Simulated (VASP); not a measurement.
Output of a VASP run:

File OSZICAR:
```
       N       E                     dE             d eps       ncg     rms          rms(c)
DAV:   1     0.102816434926E+03    0.10282E+03   -0.75103E+03  1250   0.151E+03
DAV:   2     0.841717339331E+00   -0.10197E+03   -0.10014E+03  1268   0.325E+02
DAV:   3    -0.359934929104E+01   -0.44411E+01   -0.44176E+01  1496   0.787E+01
DAV:   4    -0.370474331382E+01   -0.10539E+00   -0.10531E+00  1494   0.135E+01
DAV:   5    -0.370933113864E+01   -0.45878E-02   -0.45876E-02  1585   0.250E+00    0.512E-01
DAV:   6    -0.370023011475E+01    0.91010E-02   -0.14582E-02  1515   0.226E+00    0.259E-01
DAV:   7    -0.369788935012E+01    0.23408E-02   -0.65487E-03  1454   0.143E+00    0.869E-02
DAV:   8    -0.369779683859E+01    0.92512E-04   -0.40660E-04  1532   0.410E-01    0.999E-03
DAV:   9    -0.369779534920E+01    0.14894E-05   -0.91752E-06  1556   0.590E-02    0.496E-03
DAV:  10    -0.369779540888E+01   -0.59676E-07   -0.10077E-06   852   0.111E-02
   1 F= -.36977954E+01 E0= -.36977737E+01  d E =-.369780E+01
       N       E                     dE             d eps       ncg     rms          rms(c)
DAV:   1    -0.371488579730E+01   -0.17090E-01   -0.49644E-01  1445   0.157E+01    0.676E-01
DAV:   2    -0.370009290760E+01    0.14793E-01   -0.29337E-02  1415   0.381E+00    0.237E-01
DAV:   3    -0.369804188396E+01    0.20510E-02   -0.82907E-03  1562   0.193E+00    0.185E-02
DAV:   4    -0.369804336158E+01   -0.14776E-05   -0.92216E-05  1268   0.110E-01    0.107E-02
DAV:   5    -0.369805385725E+01   -0.10496E-04   -0.52270E-05  1274   0.618E-02    0.543E-03
DAV:   6    -0.369805272102E+01    0.11362E-05   -0.23847E-06  1433   0.293E-02    0.108E-03
DAV:   7    -0.369805257419E+01    0.14684E-06   -0.33164E-07   670   0.613E-03
   2 F= -.36980526E+01 E0= -.36980422E+01  d E =-.257165E-03
       N       E                     dE             d eps       ncg     rms          rms(c)
DAV:   1    -0.369878719567E+01   -0.73447E-03   -0.21384E-02  1445   0.329E+00    0.139E-01
DAV:   2    -0.369816007098E+01    0.62712E-03   -0.12448E-03  1412   0.779E-01    0.490E-02
DAV:   3    -0.369807178048E+01    0.88290E-04   -0.36011E-04  1575   0.401E-01    0.390E-03
DAV:   4    -0.369807158856E+01    0.19192E-06   -0.38724E-06  1277   0.232E-02
   3 F= -.36980716E+01 E0= -.36980609E+01  d E =-.276180E-03
       N       E                     dE             d eps       ncg     rms          rms(c)
DAV:   1    -0.369835894124E+01   -0.28716E-03   -0.88950E-03  1439   0.212E+00    0.890E-02
DAV:   2    -0.369809994910E+01    0.25899E-03   -0.51528E-04  1412   0.501E-01    0.313E-02
DAV:   3    -0.369806390628E+01    0.36043E-04   -0.14831E-04  1570   0.257E-01    0.250E-03
DAV:   4    -0.369806382914E+01    0.77137E-07   -0.15787E-06  1237   0.149E-02
   4 F= -.36980638E+01 E0= -.36980522E+01  d E =-.268420E-03
```

### OUTCAR
```
------------------------ aborting loop because EDIFF is reached ----------------------------------------
  FORCE on cell =-STRESS in cart. coord.  units (eV):
  Direction    XX          YY          ZZ          XY          YZ          ZX
  --------------------------------------------------------------------------------------
  Total       -0.0029738     -0.0029738     -0.0029738     -0.0000000     -0.0000000      0.0000000
  in kB       -0.1581657     -0.1581657     -0.1581657     -0.0000000     -0.0000000      0.0000000
  external PRESSURE =      -0.1581657 kB  Pullay stress =       0.0000000 kB
  volume of cell :       30.12
      direct lattice vectors                 reciprocal lattice vectors
     0.000000000  2.469606153  2.469606153    -0.202461433  0.202461433  0.202461433
     2.469606153  0.000000000  2.469606153     0.202461433 -0.202461433  0.202461433
     2.469606153  2.469606153 -0.000000000     0.202461433  0.202461433 -0.202461433
 POSITION                                       TOTAL-FORCE (eV/Angst)
 -----------------------------------------------------------------------------------
      0.00000      0.00000      0.00000         0.000000     -0.000000     -0.000000
 -----------------------------------------------------------------------------------
    total drift:                               -0.000000     -0.000000     -0.000000
  FREE ENERGIE OF THE ION-ELECTRON SYSTEM (eV)
  ---------------------------------------------------
  free  energy   TOTEN  =        -3.6980638291 eV

  energy  without entropy=       -3.6980290029  energy(sigma->0) =       -3.69805222

 reached required accuracy - stopping structural energy minimisation
```
(Selected blocks of OUTCAR.)

**POSCAR**
```
Pb
1
    0.0000000000     2.4750000000     2.4750000000
    2.4750000000     0.0000000000     2.4750000000
    2.4750000000     2.4750000000     0.0000000000
Pb
1
Direct
  0.0000000000   0.0000000000   0.0000000000
```

Problem. Write an INCAR and KPOINTS that could have produced this output.

Solution. Several could match; the one computed here: the input of the run itself, AM05 GGA, plane waves, VASP's PBE PAW potentials (set 64).

KPOINTS:
```
Automatic mesh
0
G
  11 11 11
0 0 0
```

### INCAR
```
# general
SYSTEM  = Pb
PREC    = Accurate
ENCUT   = 520   # plane-wave cut-off (eV)
LREAL   = .FALSE.   # projection in real space or not
LASPH   = .TRUE.

# electronic loop
EDIFF   = 1E-6
NELM    = 100
ALGO    = Normal   # blocked Davidson
LMAXMIX = 4

# smearing
ISMEAR  = 1   # Methfessel-Paxton
SIGMA   = 0.1   # width (eV)

# functional
GGA     = AM   # AM05

# ions
IBRION  = 2   # conjugate gradients
NSW     = 60
ISIF    = 3
EDIFFG  = -0.01   # ionic stop

# output
LWAVE   = .FALSE.
LCHARG  = .FALSE.
```

POTCAR, in this order: Pb_d (PBE.64 set). Program: vasp_std.

The compound is Pb in the fcc structure. This run relaxes it. Symmetry was kept, so distortions that lower it aren't found.
